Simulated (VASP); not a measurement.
# Te (relaxed from the hcp structure, space group P6_3/mmc): computed properties

These are r2SCAN meta-GGA, VASP's PBE PAW potentials (set 64) (plane waves; VASP) values and carry that method's errors.

* **space group**: P6_3/mmc (194)
* **cell**: a = b = 4.0660 Å, c = 4.3699 Å, α = β = 90.00°, γ = 120.00°
* **volume per atom**: 31.28 Å^3/atom
* **band gap (over mesh and band path)**: none (metal, semimetal or under 0.01 eV)
* **band gap with spin-orbit coupling**: none (metallic)
* **density**: 6.77 g/cm³

```
Te
1.0
    4.06604     0.00000     0.00000
   -2.03302     3.52129     0.00000
    0.00000     0.00000     4.36993
Te
2
Direct
  0.33333   0.66667   0.25000
  0.66667   0.33333   0.75000
```

Unless said otherwise, spin-orbit coupling is left out, though it shifts the bands of the heavy elements here.

The structure was generated: Te was put into the hcp type (P6_3/mmc), which need not be its known phase. It was relaxed first, which changed the volume by +11 %. Symmetry was kept, so distortions that lower it aren't found.
